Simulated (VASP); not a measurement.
Input:

```
CELL_PARAMETERS angstrom
     -1.40231     1.40231     1.40231
      1.40231    -1.40231     1.40231
      1.40231     1.40231    -1.40231
ATOMIC_POSITIONS crystal
  Fe 0.00000 0.00000 0.00000
```
Starting moments (μB, in the order of the record's atoms Fe): 2.1.

All values below come from rev-vdW-DF2, VASP's PBE PAW potentials (set 64) (plane waves; VASP). Settings: 520 eV cut-off, 20×20×20 Γ-centred mesh, tetrahedra with Blöchl corrections, potentials Fe.

### Question
Tabulate the total density of states (states/eV per cell) against energy (eV; zero at the valence-band maximum or, without a gap, the Fermi level).

### Answer

```csv
E (eV),DOS (states/eV)
-9.96,0.00
-9.76,0.00
-9.65,0.00
-9.45,0.00
-9.24,0.00
-9.14,0.00
-8.93,0.00
-8.73,0.00
-8.62,0.00
-8.42,0.01
-8.31,0.02
-8.11,0.04
-7.90,0.05
-7.80,0.06
-7.59,0.07
-7.38,0.08
-7.28,0.08
-7.08,0.09
-6.87,0.10
-6.77,0.10
-6.56,0.11
-6.35,0.12
-6.25,0.13
-6.04,0.15
-5.94,0.15
-5.73,0.17
-5.53,0.20
-5.42,0.22
-5.22,0.27
-5.01,0.53
-4.91,0.62
-4.70,0.73
-4.50,0.87
-4.39,1.05
-4.19,0.95
-3.98,0.80
-3.88,0.81
-3.67,0.67
-3.46,2.11
-3.36,1.94
-3.15,1.49
-3.05,1.53
-2.85,1.70
-2.64,2.12
-2.54,1.94
-2.33,0.91
-2.12,0.76
-2.02,1.25
-1.81,1.75
-1.61,1.75
-1.50,1.87
-1.30,2.47
-1.09,3.08
-0.99,3.53
-0.78,3.14
-0.58,1.45
-0.47,1.17
-0.27,1.02
-0.16,0.99
0.04,1.03
0.25,0.76
0.35,0.61
0.56,0.74
0.77,0.94
0.87,1.01
1.07,1.35
1.28,1.56
1.39,1.33
1.59,1.61
1.80,2.49
1.90,1.31
2.11,1.00
2.21,0.87
2.42,0.43
2.62,0.35
2.73,0.34
2.93,0.32
3.14,0.31
3.24,0.30
3.45,0.29
```
Within 2 eV below the Fermi level the largest weight inside VASP's projection spheres is Fe d.

The compound is Fe in the bcc structure. It was relaxed first, which changed the volume by -7 %.
